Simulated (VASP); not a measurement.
Runs of VASP 6.6.1 on Ni. Symmetry: Fm-3m, No. 225, cubic system. The conventional cell has a = 3.520 Å, b = 3.520 Å, c = 3.520 Å, α = 90.00°, β = 90.00°, γ = 90.00°. Ni (site symmetry m-3m) has 12 Ni at 2.49 Å as nearest neighbours. 

| task | cell | gap on the mesh (eV) | pressure (GPa) | moment (μB) |
| --- | --- | --- | --- | --- |
| single point | a relaxed cell with its volume scaled by 0.91 | none | 23.4 | 0.70 |
| single point | a relaxed cell with its volume scaled by 0.97 | none | (a) | 0.70 |
| single point | as given | none | 0.0 | 0.70 |
| single point | a relaxed cell with its volume scaled by 1.09 | none | -13.7 | 0.70 |
| relaxation of cell and atoms | relaxed | none | 0.0 | 0.70 |
| single point | a relaxed cell with its volume scaled by 0.94 | none | 14.2 | 0.70 |
| single point | a relaxed cell with its volume scaled by 1.03 | none | (b) | 0.70 |

Alike in all rows: level PBE; potentials or basis VASP PAW PBE potentials, release 64 (Ni); spin collinear, ferromagnetic start; k mesh 8 × 8 × 8; cutoff (eV) 520; smearing gaussian 0.1 eV; the mesh is coarse, so values aren't converged.

Estimate the missing entries.

(a) 6.5; (b) -5.4.

Caveats: all runs use coarse meshes; so large a pressure means that the cell lies far from this level's equilibrium, or that cutoff or potentials fall short (some runs); the relaxation stopped at its first step, so nothing moved (some runs).

A gap of «none» marks a metal or a gap under the smearing width.
